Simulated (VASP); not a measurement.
Level of theory: PBEsol GGA, VASP's PBE PAW potentials (set 64) (plane waves; VASP).

Input for VASP

### INCAR
```
# general
SYSTEM=MgO
PREC  =Normal
ENCUT =450
LREAL =.FALSE.
LASPH =.TRUE.

# electronic loop
EDIFF =1E-5
NELM  =100
NELMIN=4
ALGO  =Fast

# smearing
ISMEAR=0
SIGMA =0.05

# functional
GGA   =PS

# ions
IBRION=2
NSW   =20
ISIF  =2
EDIFFG=-0.03

# output
LWAVE =.FALSE.
LCHARG=.FALSE.
```

POSCAR:
```
MgO
1
    0.0000000000     2.1050000000     2.1050000000
    2.1050000000     0.0000000000     2.1050000000
    2.1050000000     2.1050000000     0.0000000000
Mg O
1 1
Direct
  0.0000000000   0.0000000000   0.0000000000
  0.5000000000   0.5000000000   0.5000000000
```

### KPOINTS
```
K-points
0
gamma
  12 12 12
0 0 0
```

POTCAR, in this order: Mg O (PBE.64 set). Program: vasp_std.

The run wrote:

**OUTCAR**
```
 ion  position               nearest neighbor table
   1  0.000  0.000  0.000-   2 2.10   2 2.10   2 2.10   2 2.10   2 2.10   2 2.10
   2  0.500  0.500  0.500-   1 2.10   1 2.10   1 2.10   1 2.10   1 2.10   1 2.10
  LATTYP: Found a face centered cubic cell.
 ALAT       =     4.2100000000
 Subroutine PRICEL returns:
 Original cell was already a primitive cell.
 Subroutine GETGRP returns: Found 48 space group operations
The static configuration has the point symmetry O_h .
The dynamic configuration has the point symmetry O_h .
 Subroutine INISYM returns: Found 48 space group operations
 Subroutine IBZKPT returns following result:
 Found     72 irreducible k-points:

 Following reciprocal coordinates:
            Coordinates               Weight
  0.000000  0.000000  0.000000      1.000000
  0.083333  0.000000  0.000000      8.000000
  0.166667  0.000000  0.000000      8.000000
  0.250000  0.000000  0.000000      8.000000
  0.333333  0.000000  0.000000      8.000000
  0.416667  0.000000  0.000000      8.000000
  0.500000  0.000000  0.000000      4.000000
  0.083333  0.083333  0.000000      6.000000
  0.166667  0.083333  0.000000     24.000000
  0.250000  0.083333  0.000000     24.000000
  0.333333  0.083333  0.000000     24.000000
  0.416667  0.083333  0.000000     24.000000
  0.500000  0.083333  0.000000     24.000000
 -0.416667  0.083333  0.000000     24.000000
 -0.333333  0.083333  0.000000     24.000000
 -0.250000  0.083333  0.000000     24.000000
 -0.166667  0.083333  0.000000     24.000000
 -0.083333  0.083333  0.000000     12.000000
  0.166667  0.166667  0.000000      6.000000
  0.250000  0.166667  0.000000     24.000000
  0.333333  0.166667  0.000000     24.000000
  0.416667  0.166667  0.000000     24.000000
  0.500000  0.166667  0.000000     24.000000
 -0.416667  0.166667  0.000000     24.000000
 -0.333333  0.166667  0.000000     24.000000
 -0.250000  0.166667  0.000000     24.000000
 -0.166667  0.166667  0.000000     12.000000
  0.250000  0.250000  0.000000      6.000000
  0.333333  0.250000  0.000000     24.000000
  0.416667  0.250000  0.000000     24.000000
  0.500000  0.250000  0.000000     24.000000
 -0.416667  0.250000  0.000000     24.000000
 -0.333333  0.250000  0.000000     24.000000
 -0.250000  0.250000  0.000000     12.000000
  0.333333  0.333333  0.000000      6.000000
  0.416667  0.333333  0.000000     24.000000
  0.500000  0.333333  0.000000     24.000000
 -0.416667  0.333333  0.000000     24.000000
 -0.333333  0.333333  0.000000     12.000000
  0.416667  0.416667  0.000000      6.000000
   k-points           NKPTS =     72   k-points in BZ     NKDIM =     72   number of bands    NBANDS=      8
   number of dos      NEDOS =    301   number of ions     NIONS =      2
   total plane-waves  NPLWV =   4096
   dimension x,y,z NGX =    16 NGY =   16 NGZ =   16
   dimension x,y,z NGXF=    32 NGYF=   32 NGZF=   32
   ions per type =               1   1
   PREC   = normal    normal or accurate (medium, high low for compatibility)
   ISTART =      0    job   : 0-new  1-cont  2-samecut
   ICHARG =      2    charge: 1-file 2-atom 10-const
   ISPIN  =      1    spin polarized calculation?
   LNONCOLLINEAR =      F non collinear calculations
   LSORBIT =      F    spin-orbit coupling
   INIWAV =      1    electr: 0-lowe 1-rand  2-diag
   ENCUT  =  450.0 eV  33.07 Ry    5.75 a.u.   5.15  5.15  5.15*2*pi/ulx,y,z
   NELM   =    100;   NELMIN=  4; NELMDL= -5     # of ELM steps
   EDIFF  = 0.1E-04   stopping-criterion for ELM
   LREAL  =      F    real-space projection
   NLSPLINE    = F    spline interpolate recip. space projectors
   LMAXMIX     =    2 max onsite mixed and CHGCAR
...
```

### OSZICAR
```
       N       E                     dE             d eps       ncg     rms          rms(c)
DAV:   1     0.960696111300E+01    0.96070E+01   -0.44692E+03  1336   0.779E+02
DAV:   2    -0.135714524629E+02   -0.23178E+02   -0.21759E+02  1400   0.129E+02
DAV:   3    -0.138965412969E+02   -0.32509E+00   -0.32509E+00  1504   0.170E+01
DAV:   4    -0.138970453365E+02   -0.50404E-03   -0.50404E-03  1536   0.624E-01
DAV:   5    -0.138970455341E+02   -0.19760E-06   -0.19760E-06  1504   0.100E-02    0.664E+00
RMM:   6    -0.125469388626E+02    0.13501E+01   -0.30745E+00  1152   0.148E+01    0.206E+00
RMM:   7    -0.125310084686E+02    0.15930E-01   -0.79050E-02  1152   0.253E+00    0.136E+00
RMM:   8    -0.125200502172E+02    0.10958E-01   -0.35371E-02  1152   0.268E+00    0.363E-01
RMM:   9    -0.125175593021E+02    0.24909E-02   -0.18725E-03  1152   0.454E-01    0.207E-01
RMM:  10    -0.125169240351E+02    0.63527E-03   -0.25557E-03  1152   0.435E-01    0.265E-02
RMM:  11    -0.125169965092E+02   -0.72474E-04   -0.27135E-04  1152   0.153E-01    0.422E-02
RMM:  12    -0.125169709104E+02    0.25599E-04   -0.19767E-05   908   0.450E-02    0.234E-02
RMM:  13    -0.125169612928E+02    0.96175E-05   -0.45600E-05  1004   0.598E-02
   1 F= -.12516961E+02 E0= -.12516961E+02  d E =-.125170E+02
```

### OUTCAR
```
------------------------ aborting loop because EDIFF is reached ----------------------------------------
  FORCE on cell =-STRESS in cart. coord.  units (eV):
  Direction    XX          YY          ZZ          XY          YZ          ZX
  --------------------------------------------------------------------------------------
  Total       -0.1305716     -0.1305716     -0.1305716      0.0000000      0.0000000      0.0000000
  in kB      -11.2143210    -11.2143210    -11.2143210      0.0000000      0.0000000      0.0000000
  external PRESSURE =     -11.2143210 kB  Pullay stress =       0.0000000 kB
  volume of cell :       18.65
      direct lattice vectors                 reciprocal lattice vectors
     0.000000000  2.105000000  2.105000000    -0.237529691  0.237529691  0.237529691
     2.105000000  0.000000000  2.105000000     0.237529691 -0.237529691  0.237529691
     2.105000000  2.105000000  0.000000000     0.237529691  0.237529691 -0.237529691
  FREE ENERGIE OF THE ION-ELECTRON SYSTEM (eV)
  ---------------------------------------------------
  free  energy   TOTEN  =       -12.5169612928 eV

  energy  without entropy=      -12.5169612928  energy(sigma->0) =      -12.51696129

 reached required accuracy - stopping structural energy minimisation
```
(Selected blocks of OUTCAR.)

At this cut-off the stress carries a Pulay error, which pulls relaxed volumes low.

The compound is MgO in the rock salt structure. The cell was not relaxed at this level.
